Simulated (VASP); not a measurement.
Pb (fcc) is relaxed at rising pressure, each step from the one before. Symmetry mostly holds the structure type, and other phases were not tried. The mesh follows the cell, and a change of mesh leaves a small step in the series.

```
CELL_PARAMETERS angstrom
      0.00000     2.52554     2.52554
      2.52554     0.00000     2.52554
      2.52554     2.52554     0.00000
ATOMIC_POSITIONS crystal
  Pb 0.00000 0.00000 0.00000
```

These are PBE GGA, VASP's PBE PAW potentials (set 64) (plane waves; VASP) values and carry that method's errors. Numerical set-up: 500 eV cut-off, 12×12×12 Γ-centred mesh, first-order Methfessel-Paxton smearing of 0.10 eV, potentials Pb_d.

Unless said otherwise, spin-orbit coupling is left out, though it shifts the bands of the heavy elements here.

```tsv
P (GPa)	V (Å³/atom)	H − H(0) (eV/atom)	space group	gap on the mesh (eV)	k-mesh
0	32.22	0.000	Fm-3m	0.00	12×12×12
5	28.91	0.937	Fm-3m	0.00	13×13×13
10	27.02	1.809	Fm-3m	0.00	13×13×13
20	24.56	3.413	Fm-3m	0.00	14×14×14
30	22.90	4.891	Fm-3m	0.00	14×14×14
45	21.16	6.949	Fm-3m	0.00	14×14×14
```

Pressures at which the relaxation failed are left out.

The compound is Pb in the fcc structure.
